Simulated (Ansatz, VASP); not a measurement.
# Zn2SeS ([001] superlattice of 2 + 2 monolayers (invented)) in two plane-wave programs, part 2 of 2

Wanted: the spread between two codes on one cell, functional and k mesh. The cell is generated by rule, not measured, and may not be a known phase. The cell is taken from a series of runs on this material, whose earlier steps may have relaxed, scaled, displaced or heated it; both programs get it as it stands.

VASP 6.6.1 and Ansatz 0.2.0.

So far: The starting structure; VASP: relaxation of cell and atoms, r2SCAN.

## Step 3: Ansatz: relaxation of cell and atoms, r2SCAN

Level of this step: Ansatz beside VASP: Kohn-Sham DFT, plane waves, r2SCAN (Ansatz).

Ansatz runs on its PAW soft_1 files.

The same cell, functional, mesh and smearing now go to Ansatz, which takes its cutoff from its data sets.

Contents of input.yaml:

```yaml
crystal:
  lattice:
    - [3.9103271568, 0.0, 0.0]
    - [0.0, 3.9103271568, 0.0]
    - [0.0, 0.0, 11.0473788383]
  atoms:
    - { symbol: Zn, position: [0.0, 0.0, 0.7367076178] }
    - { symbol: Se, position: [0.0, 0.5, 0.8682868151] }
    - { symbol: Zn, position: [0.5, 0.5, 0.0] }
    - { symbol: Se, position: [0.5, 0.0, 0.1317131849] }
    - { symbol: Zn, position: [0.0, 0.0, 0.2632923822] }
    - { symbol: S, position: [0.0, 0.5, 0.3818579728] }
    - { symbol: Zn, position: [0.5, 0.5, 0.5] }
    - { symbol: S, position: [0.5, 0.0, 0.6181420272] }
kpoints:
  mp_grid: { grid: [6, 6, 2] }
hamiltonian:
  xc: r2scan
  pseudopotentials: { kind: paw, azcp: { folder: soft_1 } }
scf:
  occupations: { method: gaussian, width: 0.02 }
output:
  forces: true
  stress: true
  eigenvalues: true
  write_density: true
  write_potential: true
  elf: true
  volumetric_format: npy
relax:
  adjacent_minimum: "off"
  f_tol: 0.005
  max_steps: 80
  cell: { stress_tol: 0.05 }
```

Started as:

```
$ ansatz run input.yaml --threads 4 --pin off --max-ram 10240MiB --backend cpu --events-out ev --progress --plain --runs-dir out
```

Numbers of over 12 decimals in the logs are rounded to 6 here.

The log of the run:

```text
Engine: ansatz 0.2.0, x86_64-unknown-linux-gnu
Pseudopotentials: kind: paw
Pseudopotential: Zn, paw, valence charge 12, recommended cutoff 500 eV (meta_gga), soft_1/Zn.paw.azcp
Pseudopotential: Se, paw, valence charge 16, recommended cutoff 500 eV (meta_gga), soft_1/Se.paw.azcp
Pseudopotential: S, paw, valence charge 6, recommended cutoff 500 eV (meta_gga), soft_1/S.paw.azcp
Functional definition: r2SCAN
  parameter k0 = 0.174
  parameter k1 = 0.065
  parameter a1 = 4.9479
  exchange = r2scan_x(k0 = k0, k1 = k1, a1 = a1)
  correlation = r2scan_c
Crystal: 8 atoms, lattice volume = 168.922 Å³
Basis set: ecut = 500 eV, 4281 PW (Γ), exchange–correlation on 120×120×324 points (64 copies of the dense FFT grid, shifted against one another)
Bands: 56, of which v1, the nominal top of the filled ones, is band 46 counted from 1 (45 counted from 0)
Symmetry: 8 space group operations
Space group: P-4m2 (ITA 115), of the structure as read, at distance tolerance 5.5e-5 Å
k-points: 20 of 72
Non-local potential: Zn, projectors of the file, l = 0: 2, l = 1: 2, l = 2: 3, l = 3: 1
Non-local potential: Se, projectors of the file, l = 0: 2, l = 1: 2, l = 2: 3, l = 3: 1
Non-local potential: S, projectors of the file, l = 0: 2, l = 1: 2, l = 2: 1
PAW form: soft (Blöchl's): semilocal exchange-correlation on the pseudo side does not see the compensation charge
PAW frozen core: Zn, regenerated for the run's functional (the file was generated under x = pbe(κ = 0.804, μ = 0.219515), c = pbe(β = 0.066725))
PAW frozen core: Se, regenerated for the run's functional (the file was generated under x = pbe(κ = 0.804, μ = 0.219515), c = pbe(β = 0.066725))
PAW frozen core: S, regenerated for the run's functional (the file was generated under x = pbe(κ = 0.804, μ = 0.219515), c = pbe(β = 0.066725))
PAW one-centre angular grid: Zn, 590 points (default); XC on 160 Gauss nodes
PAW one-centre angular grid: Se, 590 points (default); XC on 160 Gauss nodes
PAW one-centre angular grid: S, 302 points (default); XC on 160 Gauss nodes
Initial density: superposition of atomic densities (chi_scale 0.1, normalization cell, long waves kept (reshape's long-wave potential 0.52 eV rms))
Initial wavefunctions: pseudopotential atomic-orbital guess
Functional: x = r2scan, c = r2scan; τ floored in thin density (d = 2e-4 eV/Å³)
SCF iter   1: F=—  HF=-26079.032054 eV  |F-HF|=—  |Δ(HF+E_count)|=         —  Δρ=6.68e-2  dr2=5.53e0  dr2_τ=4.46e-2  ethr=3.10e-3  ⟨swp⟩=8.2  Hψ=5152  notcnv=0  defer=1
preconditioner: auto → Resta (q_TF=auto, 2.466 Å⁻¹)  ε∞=4.9  [insulator: Δε(μ)=1.448 eV  Ē_g=12.288 eV  σ=0.020 eV  W_gap=1.00  n_scr=48 (ndim 8)  ℏωp=24.2 eV  f_vac=0.013  D(μ)=0.00/eV (n_scr^D=0)  ε∞_Penn≈4.9]
SCF iter   2: F=—  HF=-26077.984757 eV  |F-HF|=—  |Δ(HF+E_count)|=    1.05e0  Δρ=1.96e-2  dr2=6.67e-1  dr2_τ=9.54e-3  ethr=3.10e-3  ⟨swp⟩=3.0  Hψ=2138  notcnv=0  defer=81
SCF iter   3: F=—  HF=-26077.876067 eV  |F-HF|=—  |Δ(HF+E_count)|=   1.09e-1  Δρ=1.41e-2  dr2=2.38e-1  dr2_τ=2.27e-3  ethr=7.25e-4  ⟨swp⟩=2.6  Hψ=2094  notcnv=0  defer=81
SCF iter   4: F=—  HF=-26077.854052 eV  |F-HF|=—  |Δ(HF+E_count)|=   2.20e-2  Δρ=4.69e-3  dr2=2.70e-2  dr2_τ=2.85e-4  ethr=2.59e-4  ⟨swp⟩=3.0  Hψ=1898  notcnv=0  defer=81
SCF iter   5: F=—  HF=-26077.862653 eV  |F-HF|=—  |Δ(HF+E_count)|=   8.60e-3  Δρ=9.24e-4  dr2=1.82e-3  dr2_τ=7.39e-5  ethr=2.93e-5  ⟨swp⟩=2.5  Hψ=2090  notcnv=0  defer=72
SCF iter   6: F=—  HF=-26077.862686 eV  |F-HF|=—  |Δ(HF+E_count)|=   3.30e-5  Δρ=5.40e-4  dr2=2.94e-4  dr2_τ=5.03e-6  ethr=1.97e-6  ⟨swp⟩=2.0  Hψ=2068  notcnv=0  defer=72
SCF iter   7: F=—  HF=-26077.862768 eV  |F-HF|=—  |Δ(HF+E_count)|=   8.10e-5  Δρ=3.24e-4  dr2=1.21e-4  dr2_τ=1.26e-6  ethr=3.20e-7  ⟨swp⟩=2.0  Hψ=1963  notcnv=0  defer=72
SCF iter   8: F=—  HF=-26077.862794 eV  |F-HF|=—  |Δ(HF+E_count)|=   2.63e-5  Δρ=1.61e-4  dr2=2.56e-5  dr2_τ=3.33e-7  ethr=1.31e-7  ⟨swp⟩=2.0  Hψ=1688  notcnv=0  defer=72
SCF iter   9: F=—  HF=-26077.862803 eV  |F-HF|=—  |Δ(HF+E_count)|=   8.70e-6  Δρ=5.30e-5  dr2=2.17e-6  dr2_τ=2.39e-8  ethr=2.78e-8  ⟨swp⟩=2.0  Hψ=1974  notcnv=0  defer=72
SCF iter  10: F=-26077.862805 eV  HF=-26077.862805 eV  |F-HF|=1.30e-8  |Δ(HF+E_count)|=   2.66e-6  Δρ=5.92e-6  dr2=6.15e-8  dr2_τ=2.82e-9  ethr=1.09e-10  ⟨swp⟩=16.1  Hψ=10168  notcnv=0
SCF 1 converged in 10 iterations: F = -26077.862805 eV  dr2 = 6.15e-8
  greatest PAW one-centre occupation: 1.000 electrons in one spin orbital (limit 2), on the Se atom at site 1 (counted from 0), in its partial waves of l = 2
relax step   1: F+E_penalty+E_count = -26077.86280517 eV  Δ(F+E_penalty+E_count) = +0.000e0 eV  max|allowed force component| = 2.174e-2 eV/Å  Δτ_max = 0.0000 Å  P = +0.002 GPa  Ω = 168.922 Å³  (10 SCF iters, dr2 threshold 1.00e-7 eV, accepted)
[...]
relax step   2: F+E_penalty+E_count = -26077.86289414 eV  Δ(F+E_penalty+E_count) = -8.898e-5 eV  max|allowed force component| = 8.299e-3 eV/Å  Δτ_max = 0.0014 Å  P = +0.001 GPa  Ω = 168.923 Å³  energy of the carried Pulay correction = -3.505e-7 eV  (5 SCF iters, dr2 threshold 2.95e-8 eV, accepted)
[...]
relax step   3: F+E_penalty+E_count = -26077.86290419 eV  Δ(F+E_penalty+E_count) = -1.005e-5 eV  max|allowed force component| = 5.452e-4 eV/Å  Δτ_max = 0.0006 Å  P = -0.001 GPa  Ω = 168.925 Å³  energy of the carried Pulay correction = -9.203e-7 eV  (5 SCF iters, dr2 threshold 4.30e-9 eV, accepted)
[...]
relax step   4: F+E_penalty+E_count = -26077.86289874 eV  Δ(F+E_penalty+E_count) = +5.450e-6 eV  max|allowed force component| = 5.484e-4 eV/Å  Δτ_max = 0.0000 Å  P = -0.001 GPa  Ω = 168.925 Å³  stress off target by 9.42e-4 GPa  SCF on the basis re-selected at this cell (its energy is not comparable with the rows above)  (5 SCF iters)
basis re-selected at this cell: Δ(F+E_penalty+E_count) = +5.450e-6 eV, ΔP = +0.000 GPa vs the last step (what re-selecting the basis moved, of the pressure what is left beyond the Pulay correction that the steps carried, after the strain that the cell walked since its last selection, with what the two solves' SCF thresholds leave and, on support functions, any second-order correction that the steps lacked; it is no m [...]
SCF converged after 5 iterations
Free energy (F): -26077.862899 eV
Harris-Foulkes:  -26077.862899 eV  (|F-HF|=5.09e-11)
Internal energy: -26077.862899 eV  (E = F + TS)
E sigma→0 (E₀):  -26077.862899 eV
Fermi energy:    7.117102 eV
--- Per-component energies (eV) ---
  E_band       = -815.166791
  E_kinetic    = 1017.659674
  E_local      = -14996.927441  (includes V_loc(G=0)·N_el)
  E_nonlocal   = 2666.711474
  E_hartree    = 6606.292938
  E_xc         = -608.939658
  E_vxc        = -577.319243  (∫ρ·V_xc dr)
  E_paw        = -13183.217749  (= ΣΔE_a)
  E_vpaw       = -2166.281732  (= ΣTr[D̂ρ^β])
  E_aug_tail   = 0.000281  (compensation charges beyond the density's cutoff)
  E_vtau       = 28.404997  (kinetic-family band-sum trace: ∫τ·v_τ [+ j·A + Jᵃ·Aᵃ] dr)
  E_ewald      = -7574.962898
  E_core_change = -4.479521  (= ΣΔE_core)
  E_smearing   = -0.000000  (= −TS)
  E_closure    = 0.000000  (closes the sum)
  Σ components = -26077.862899   (vs F -26077.862899, Δ=0.00e0)
--- Forces (eV/Å), atoms counted from 1 ---
  atom   1  Zn    -0.00000000    -0.00000000    -0.00002787
  atom   2  Se     0.00000000     0.00000000     0.00054844
  atom   3  Zn    -0.00000000    -0.00000000    -0.00000000
  atom   4  Se     0.00000000     0.00000000    -0.00054844
  atom   5  Zn    -0.00000000    -0.00000000     0.00002787
  atom   6  S      0.00000000     0.00000000     0.00007919
  atom   7  Zn    -0.00000000    -0.00000000    -0.00000000
  atom   8  S      0.00000000     0.00000000    -0.00007919
  max |Σ_I F_I| component: 1.97e-16 eV/Å
--- Stress (GPa, compression-positive) ---
       -0.000942       0.000000      -0.000000
        0.000000      -0.000942      -0.000000
       -0.000000      -0.000000      -0.000011
  P = ⅓ Tr σ = -0.0006 GPa (-0.006 kbar)
--- Band table (eV; the first three rows and the last of 20) ---
  k-point 0: bands = [... 42 lower, 4.7951, 5.9386, 6.0313, 6.0313, 8.2028, 9.4529, 9.9833, 10.6213, ... 6 higher]
  k-point 1: bands = [... 42 lower, 5.3493, 5.3493, 5.7853, 5.7853, 9.3824, 9.4954, 9.7042, 9.8028, ... 6 higher]
  k-point 2: bands = [... 42 lower, 4.8986, 4.9157, 5.5328, 5.9602, 9.2177, 9.8536, 10.4906, 10.5398, ... 6 higher]
  k-point 19: bands = [... 42 lower, 3.4260, 3.4944, 3.6057, 3.6057, 10.2489, 10.2489, 10.5143, 10.5143, ... 6 higher]
--- Relaxed structure (3 steps of the walk, 3 accepted, 1 SCFs on fresh bases) ---
  F+E_penalty+E_count = -26077.86289874 eV   max|allowed force component| = 5.484e-4 eV/Å   (the final SCF, on the basis selected at the relaxed cell)
  cell:  # Å, volume = 168.9249 Å³
    - [3.912010, 0.0, 0]
    - [0.0, 3.912010, 0.0]
    - [0, 0.0, 11.038082]
  atoms:
    - { symbol: Zn, position: [0, 0.0, 0.736663] }
    - { symbol: Se, position: [0, 0.5, 0.868420] }
    - { symbol: Zn, position: [0.5, 0.5, 0] }
    - { symbol: Se, position: [0.5, 0.0, 0.131580] }
    - { symbol: Zn, position: [0, 0.0, 0.263337] }
    - { symbol: S, position: [0, 0.5, 0.381685] }
    - { symbol: Zn, position: [0.5, 0.5, 0.500000] }
    - { symbol: S, position: [0.5, 0.0, 0.618315] }
```

## Step 4: Differences

Known differences besides the potentials themselves: VASP keeps PBE cores, Ansatz makes them for the functional; the data sets hold 92 valence electrons in Ansatz (on its PAW soft_1 files) and 72 in VASP; the cutoff is 500 eV in Ansatz and 550 eV in VASP; Ansatz adds a Pulay correction to the stress that steers its cell, VASP none. Total energies have different zeros and are not compared.

Compared:

```tsv
quantity	Ansatz	VASP	difference
volume (Å³)	168.92	168.91	+0.01 %
edge a after relaxation, in the typed setting (Å)	3.912	3.910	+0.05 %
edge c after relaxation, in the typed setting (Å)	11.038	11.048	-0.09 %
```

## Step 5: Results

| Quantity | Value |
| --- | --- |
| difference in edge c after relaxation, in the typed setting (relaxation of cell and atoms, r2SCAN) | -0.086 % |

The difference in edge c after relaxation, in the typed setting is -0.086 % (relaxation of cell and atoms, r2SCAN), within the 1.2 % picked in this series as the mark of a large difference, as far as the stopping tolerances let one tell. The data sets hold unlike numbers of valence electrons (92 in Ansatz and 72 in VASP), so part of the differences comes from the potentials. How closely two codes agree says nothing of how well the functional describes the real material.

[Lines on the potential files, build, host, timing and source positions are cut from VASP's logs without a mark.]

[Logs are printed without paths, hosts, clocks, repeated set-up lines and the standing remarks that a program may print on its own settings, such as how far it seeks lower states.]

[Hosts, paths, dates, database ids (printed as entryN), source tags and the programs' standing remarks are cut or masked in the printed files.]
